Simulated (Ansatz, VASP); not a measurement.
# TiCuSn in two plane-wave programs

One calculation is typed for both programs; each brings its own data sets and cutoff. How far apart do they land?

Main program and level: Ansatz 0.2.0; plane waves, with VASP 6.6.1 beside it; single point at r2SCAN with rVV10.

## 1. The starting structure

It takes space group P6_3mc (No. 186, hexagonal). The conventional cell has a = 4.389 Å, b = 4.389 Å, c = 6.006 Å, α = 90.00°, β = 90.00°, γ = 120.00°. Nearest to Sn lie 4 Cu at 2.54 to 2.79 Å and 6 Ti at 2.93 to 2.96 Å. Nearest to Cu lie 4 Sn at 2.54 to 2.79 Å and 6 Ti at 2.85 to 3.05 Å. Nearest to Ti lie 6 Cu at 2.85 to 3.05 Å and 6 Sn at 2.93 to 2.96 Å and 2 Ti at 3.00 Å. Farther neighbours are not listed.

## 2. Ansatz: single point, r2SCAN with rVV10

Ansatz runs on its default PAW (the set named soft_2) files.

With cell and atoms fixed, the geometry can't cause a difference; cores, projectors, grids and the points listed under the comparison can.

File input.yaml:

```yaml
crystal:
  lattice:
    - [4.3890274436, 0.0, 0.0]
    - [-2.1945137218, 3.8010092641, 0.0]
    - [0.0, 0.0, 6.00583146]
  atoms:
    - { symbol: Sn, position: [0.3333333333, 0.6666666667, 0.24354816] }
    - { symbol: Sn, position: [0.6666666667, 0.3333333333, 0.74354816] }
    - { symbol: Cu, position: [0.3333333333, 0.6666666667, 0.77982866] }
    - { symbol: Cu, position: [0.6666666667, 0.3333333333, 0.27982866] }
    - { symbol: Ti, position: [0.0, 0.0, 0.99862318] }
    - { symbol: Ti, position: [0.0, 0.0, 0.49862318] }
hamiltonian:
  xc: r2scan
  pseudopotentials: { kind: paw }
  dispersion: rvv10
kpoints:
  mp_grid: { grid: [9, 9, 6] }
scf:
  occupations: { method: gaussian, width: 0.05 }
  n_extra_bands: 5
output:
  forces: true
  stress: true
  eigenvalues: true
  write_density: true
  write_potential: true
  elf: true
  volumetric_format: npy
```

Run with:

```bash
> ansatz run input.yaml --threads 4 --pin off --max-ram 9216MiB --backend cpu --events-out ev --progress --plain --runs-dir out
```

Numbers of over 12 decimals in the logs are rounded to 6 here.

The program printed:

```text
scf.n_extra_bands = 5 over 45 filled bands (N_el = 90.0): the run solves 50 bands
Engine: ansatz 0.2.0, aarch64-unknown-linux-gnu
Pseudopotentials: kind: paw
Pseudopotential: Sn, paw, valence charge 14, recommended cutoff 500 eV (meta_gga), Sn.paw.azcp
Pseudopotential: Cu, paw, valence charge 19, recommended cutoff 500 eV (meta_gga), Cu.paw.azcp
Pseudopotential: Ti, paw, valence charge 12, recommended cutoff 500 eV (meta_gga), Ti.paw.azcp
Functional definition: r2SCAN+rVV10
  parameter k0 = 0.174
  parameter k1 = 0.065
  parameter a1 = 4.9479
  exchange = r2scan_x(k0 = k0, k1 = k1, a1 = a1)
  correlation = r2scan_c + rvv10(11.95, 0.0093)
Crystal: 6 atoms, lattice volume = 100.194 Å³
Basis set: ecut = 500 eV, 2529 PW (Γ), exchange–correlation on 144×144×200 points (64 copies of the dense FFT grid, shifted against one another)
Bands: 50, of which v1, the nominal top of the filled ones, is band 45 counted from 1 (44 counted from 0)
Symmetry: 12 space group operations
Space group: P63mc (ITA 186), of the structure as read, at distance tolerance 4.6e-5 Å
k-points: 48 of 486 (time reversal used)
Non-local potential: Sn, projectors of the file, l = 0: 2, l = 1: 2, l = 2: 2, l = 3: 2
Non-local potential: Cu, projectors of the file, l = 0: 3, l = 1: 2, l = 2: 3, l = 3: 1
Non-local potential: Ti, projectors of the file, l = 0: 3, l = 1: 2, l = 2: 3, l = 3: 1
PAW form: soft (Blöchl's): semilocal exchange-correlation on the pseudo side does not see the compensation charge
rVV10 density: all electrons in the spheres
PAW frozen core: Sn, regenerated for the run's functional (the file was generated under x = pbe(κ = 0.804, μ = 0.219515), c = pbe(β = 0.066725))
PAW frozen core: Cu, regenerated for the run's functional (the file was generated under x = pbe(κ = 0.804, μ = 0.219515), c = pbe(β = 0.066725))
PAW frozen core: Ti, regenerated for the run's functional (the file was generated under x = pbe(κ = 0.804, μ = 0.219515), c = pbe(β = 0.066725))
PAW one-centre angular grid: Sn, 590 points (default); XC on 249 of its mesh's 2787 points in the sphere
PAW one-centre angular grid: Cu, 590 points (default); XC on 160 Gauss nodes
PAW one-centre angular grid: Ti, 590 points (default); XC on 160 Gauss nodes
Initial density: superposition of atomic densities (neutral atoms: chi_scale 0, normalization atom), corrected by the library's trained network
Initial wavefunctions: pseudopotential atomic-orbital guess
Functional: x = r2scan, c = r2scan + rvv10(b = 11.95, C = 0.0093); τ floored in thin density (d = 2e-4 eV/Å³)
SCF iter   1: F=—  HF=-30342.783794 eV  |F-HF|=—  |Δ(HF+E_count)|=         —  Δρ=3.61e-2  dr2=1.34e0  dr2_τ=3.75e-2  ethr=1.77e-3  ⟨swp⟩=6.0  Hψ=8915  notcnv=0
preconditioner: auto → Kerker (q_TF=auto, 2.680 Å⁻¹)  [metal: Δε(μ)=0.036 eV  Ē_g=11.554 eV  σ=0.050 eV  W_gap=0.36  n_scr=34 (ndim 8)  ℏωp=28.3 eV  f_vac=0.000  D(μ)=2.84/eV (n_scr^D=22)]
SCF iter   2: F=—  HF=-30342.774347 eV  |F-HF|=—  |Δ(HF+E_count)|=   9.45e-3  Δρ=2.75e-2  dr2=4.54e-1  dr2_τ=2.10e-2  ethr=1.49e-3  ⟨swp⟩=2.9  Hψ=3926  notcnv=0  defer=35
SCF iter   3: F=—  HF=-30342.680603 eV  |F-HF|=—  |Δ(HF+E_count)|=   9.37e-2  Δρ=8.51e-3  dr2=7.54e-2  dr2_τ=4.19e-4  ethr=5.05e-4  ⟨swp⟩=2.4  Hψ=3626  notcnv=0  defer=33
SCF iter   4: F=—  HF=-30342.672825 eV  |F-HF|=—  |Δ(HF+E_count)|=   7.78e-3  Δρ=2.32e-3  dr2=6.39e-3  dr2_τ=2.78e-4  ethr=8.37e-5  ⟨swp⟩=2.1  Hψ=3111  notcnv=0  defer=30
SCF iter   5: F=—  HF=-30342.673738 eV  |F-HF|=—  |Δ(HF+E_count)|=   9.12e-4  Δρ=1.25e-3  dr2=8.46e-4  dr2_τ=4.33e-5  ethr=7.10e-6  ⟨swp⟩=2.0  Hψ=3404  notcnv=0  defer=30
SCF iter   6: F=—  HF=-30342.674241 eV  |F-HF|=—  |Δ(HF+E_count)|=   5.04e-4  Δρ=2.79e-4  dr2=1.17e-4  dr2_τ=4.03e-6  ethr=9.40e-7  ⟨swp⟩=2.0  Hψ=3277  notcnv=0  defer=30
SCF iter   7: F=—  HF=-30342.674233 eV  |F-HF|=—  |Δ(HF+E_count)|=   8.40e-6  Δρ=1.24e-4  dr2=1.73e-5  dr2_τ=1.41e-7  ethr=1.29e-7  ⟨swp⟩=2.0  Hψ=3185  notcnv=0  defer=30
SCF iter   8: F=—  HF=-30342.674248 eV  |F-HF|=—  |Δ(HF+E_count)|=   1.47e-5  Δρ=3.56e-5  dr2=1.33e-6  dr2_τ=2.40e-8  ethr=1.92e-8  ⟨swp⟩=2.0  Hψ=3124  notcnv=0  defer=29
SCF iter   9: F=-30342.674248 eV  HF=-30342.674248 eV  |F-HF|=4.90e-9  |Δ(HF+E_count)|=   1.10e-7  Δρ=6.29e-6  dr2=4.56e-8  dr2_τ=1.63e-9  ethr=1.11e-10  ⟨swp⟩=9.8  Hψ=17294  notcnv=0
SCF 1 converged in 9 iterations: F = -30342.674248 eV  dr2 = 4.56e-8
  greatest PAW one-centre occupation: 1.001 electrons in one spin orbital (limit 2), on the Ti atom at site 5 (counted from 0), in its partial waves of l = 1
SCF converged after 9 iterations
Free energy (F): -30342.674248 eV
Harris-Foulkes:  -30342.674248 eV  (|F-HF|=4.90e-9)
Internal energy: -30342.670173 eV  (E = F + TS)
E sigma→0 (E₀):  -30342.672210 eV
Entropy (-TS):   -0.004075 eV (-0.679 meV/atom)
Fermi energy:    15.075733 eV
--- Per-component energies (eV) ---
  E_band       = -1238.759467
  E_kinetic    = 1522.146822
  E_local      = -12454.160165  (includes V_loc(G=0)·N_el)
  E_nonlocal   = 742.144609
  E_hartree    = 5853.491102
  E_xc         = -1096.380767
  E_vxc        = -724.961645  (∫ρ·V_xc dr)
  E_paw        = -13795.077584  (= ΣΔE_a)
  E_vpaw       = -2081.053471  (= ΣTr[D̂ρ^β])
  E_aug_tail   = 0.000316  (compensation charges beyond the density's cutoff)
  E_vtau       = 50.145282  (kinetic-family band-sum trace: ∫τ·v_τ [+ j·A + Jᵃ·Aᵃ] dr)
  E_ewald      = -11115.196017
  E_core_change = 0.361509  (= ΣΔE_core)
  E_smearing   = -0.004075  (= −TS)
  E_closure    = -0.000000  (closes the sum)
  Σ components = -30342.674248   (vs F -30342.674248, Δ=0.00e0)
--- Forces (eV/Å), atoms counted from 1 ---
  atom   1  Sn     0.00000000    -0.00000000    -0.02526973
  atom   2  Sn    -0.00000000     0.00000000    -0.02526973
  atom   3  Cu    -0.00000000    -0.00000000     0.03782380
  atom   4  Cu     0.00000000     0.00000000     0.03782380
  atom   5  Ti     0.00000000    -0.00000000    -0.01252034
  atom   6  Ti    -0.00000000     0.00000000    -0.01252034
  max |Σ_I F_I| component: 6.74e-5 eV/Å
--- Stress (GPa, compression-positive) ---
       -1.721852       0.000000       0.000000
        0.000000      -1.721852       0.000000
        0.000000       0.000000      -1.249210
  P = ⅓ Tr σ = -1.5643 GPa (-15.643 kbar)
--- Band table (eV; the first three rows and the last of 48) ---
  k-point 0: bands = [... 41 lower, 14.0948, 14.6598, 14.6598, 15.5919, 15.5919, 16.2857, 16.7366, 16.7366, ... 1 higher]
  k-point 1: bands = [... 41 lower, 14.1886, 14.7348, 14.7348, 15.2363, 15.2363, 16.3104, 16.3765, 16.3765, ... 1 higher]
  k-point 2: bands = [... 41 lower, 14.3562, 14.5820, 14.5820, 14.9593, 14.9593, 15.8231, 15.8231, 16.2818, ... 1 higher]
  k-point 47: bands = [... 41 lower, 11.8607, 14.4163, 14.4163, 15.1520, 15.1520, 15.6196, 15.6196, 16.4148, ... 1 higher]
```

Elapsed: 18 s, on 4 threads of Arm Neoverse V2, shared host; peak memory 0.81 GiB; 71 s of CPU time.

The run ends at a pressure of -1.56 GPa, with forces up to 0.038 eV/Å.

## 3. VASP: single point, r2SCAN with rVV10

The same cell, functional, mesh and smearing now go to VASP, with its own data sets and cutoff.

Lines of VASP's logs that name or quote its potential files are left out, and so is its time.

File INCAR:

```
SYSTEM = TiCuSn
PREC = Normal
ENCUT = 370
EDIFF = 1E-05
NELM = 120
ISMEAR = 0
SIGMA = 0.05
LREAL = .FALSE.
ALGO = Normal
METAGGA = R2SCAN
LUSE_VDW = .TRUE.
IVDW_NL = 2
BPARAM = 11.95
CPARAM = 0.0093
LASPH = .TRUE.
NBANDS = 50
LORBIT = 11
LWAVE = .FALSE.
LCHARG = .FALSE.
KPAR = 2
```

File POSCAR:

```
TiCuSn
1.0
    4.3890274436      0.0000000000      0.0000000000
   -2.1945137218      3.8010092641      0.0000000000
    0.0000000000      0.0000000000      6.0058314600
Sn Cu Ti
2 2 2
Direct
    0.3333333333      0.6666666667      0.2435481600
    0.6666666667      0.3333333333      0.7435481600
    0.3333333333      0.6666666667      0.7798286600
    0.6666666667      0.3333333333      0.2798286600
    0.0000000000      0.0000000000      0.9986231800
    0.0000000000      0.0000000000      0.4986231800
```

File KPOINTS:

```
Automatic mesh
0
Gamma
9 9 6
0 0 0
```

PAW data sets: Sn_d, Cu_pv and Ti_pv (PBE family, release 64).

Run with:

```bash
> mpirun -np 2 vasp_std
```

The program printed:

```text
[banner, memory and clock lines left out]
running    2 mpi-ranks, on    1 nodes
 distrk:  each k-point on    1 cores,    2 groups
 distr:  one band on    1 cores,    1 groups

 POSCAR found type information on POSCAR SnCuTi
 POSCAR found :  3 types and       6 ions
|                                                                             |
|               ----> ADVICE to this user running VASP <----                  |
|                                                                             |
|     You have switched on vdW-DFT.                                           |
|     This routine was written and supplied by Jiri Klimes. We recommend      |
|     that you carefully read and cite the following publications:            |
|       J. Klimes, D.R. Bowler, A. Michelides                                 |
|          J. Phys.: Cond Matt. 22 022201 (2010)                              |
|       J. Klimes, D.R. Bowler, A. Michelides                                 |
|          Phys. Rev. B. 83, 195131 (2011)                                    |
|     and references therein.                                                 |
|                                                                             |

|                                                                             |
|               ----> ADVICE to this user running VASP <----                  |
|                                                                             |
|     You enforced a specific xc type in the INCAR file but a different       |
|     [... a line on the potential file left out ...]
|     I HOPE YOU KNOW WHAT YOU ARE DOING!                                     |
|                                                                             |

 LDA part: xc-table for (None), standard interpolation
 POSCAR, INCAR and KPOINTS ok, starting setup
 FFT: planning ... GRIDC
 FFT: planning ... GRID_SOFT
 FFT: planning ... GRID
 WAVECAR not read
 entering main loop
       N       E                     dE             d eps       ncg     rms          rms(c)
Total rVV10 correction in eV:      2.2588918    86.1550664
Total rVV10 correction in eV:      2.2588918    86.1550664
DAV:   1     0.880821593338E+03    0.88082E+03   -0.39106E+04  5728   0.212E+03
DAV:   2     0.764273444948E+01   -0.87318E+03   -0.85130E+03  4808   0.650E+02
DAV:   3    -0.109184256710E+03   -0.11683E+03   -0.11155E+03  5108   0.223E+02
DAV:   4    -0.116134998353E+03   -0.69507E+01   -0.68054E+01  5996   0.566E+01
DAV:   5    -0.116331673150E+03   -0.19667E+00   -0.19607E+00  6302   0.901E+00    0.251E+01
Total rVV10 correction in eV:      2.1595602    86.1550903
Total rVV10 correction in eV:      2.1595602    86.1550903
DAV:   6    -0.978728119828E+02    0.18459E+02   -0.76158E+01  5316   0.835E+01    0.240E+01
Total rVV10 correction in eV:      2.1709365    86.1550928
Total rVV10 correction in eV:      2.1709365    86.1550928
DAV:   7    -0.962601838392E+02    0.16126E+01   -0.15106E+01  5332   0.399E+01    0.431E+00
Total rVV10 correction in eV:      2.1701119    86.1550909
Total rVV10 correction in eV:      2.1701119    86.1550909
DAV:   8    -0.962836104266E+02   -0.23427E-01   -0.13344E+00  5600   0.907E+00    0.367E+00
Total rVV10 correction in eV:      2.1660315    86.1550917
Total rVV10 correction in eV:      2.1660315    86.1550917
DAV:   9    -0.962594190993E+02    0.24191E-01   -0.61801E-01  5526   0.830E+00    0.181E+00
Total rVV10 correction in eV:      2.1602012    86.1550912
Total rVV10 correction in eV:      2.1602012    86.1550912
DAV:  10    -0.962390813535E+02    0.20338E-01   -0.11454E-01  5370   0.378E+00    0.279E-01
Total rVV10 correction in eV:      2.1597121    86.1550914
Total rVV10 correction in eV:      2.1597121    86.1550914
DAV:  11    -0.962411185296E+02   -0.20372E-02   -0.17998E-02  5936   0.783E-01    0.262E-01
Total rVV10 correction in eV:      2.1598771    86.1550914
Total rVV10 correction in eV:      2.1598771    86.1550914
DAV:  12    -0.962412559489E+02   -0.13742E-03   -0.17529E-03  5606   0.384E-01    0.953E-02
Total rVV10 correction in eV:      2.1597455    86.1550914
Total rVV10 correction in eV:      2.1597455    86.1550914
DAV:  13    -0.962413926517E+02   -0.13670E-03   -0.18027E-04  5606   0.836E-02    0.540E-02
Total rVV10 correction in eV:      2.1599425    86.1550914
Total rVV10 correction in eV:      2.1599425    86.1550914
DAV:  14    -0.962413913120E+02    0.13396E-05   -0.18926E-04  5050   0.141E-01    0.186E-02
Total rVV10 correction in eV:      2.1599035    86.1550914
Total rVV10 correction in eV:      2.1599035    86.1550914
DAV:  15    -0.962413784337E+02    0.12878E-04   -0.25445E-05  3330   0.543E-02    0.699E-03
Total rVV10 correction in eV:      2.1599082    86.1550914
Total rVV10 correction in eV:      2.1599082    86.1550914
DAV:  16    -0.962413791950E+02   -0.76136E-06   -0.12720E-06  2520   0.913E-03
Total rVV10 correction in eV:      2.1598735    86.1550914
Total rVV10 correction in eV:      2.1598735    86.1550914
Total rVV10 correction in eV:      2.1599055    86.1550914
Total rVV10 correction in eV:      2.1599055    86.1550914
   1 F= -.96241379E+02 E0= -.96239366E+02  d E =-.402703E-02
```

(Part 1 of 2 ends here.)

[Lines on the potential files, build, host, timing and source positions are cut from VASP's logs without a mark.]

[Logs are printed without paths, hosts, clocks, repeated set-up lines and the standing remarks that a program may print on its own settings, such as how far it seeks lower states.]

[Hosts, paths, dates, database ids (printed as entryN), source tags and the programs' standing remarks are cut or masked in the printed files.]
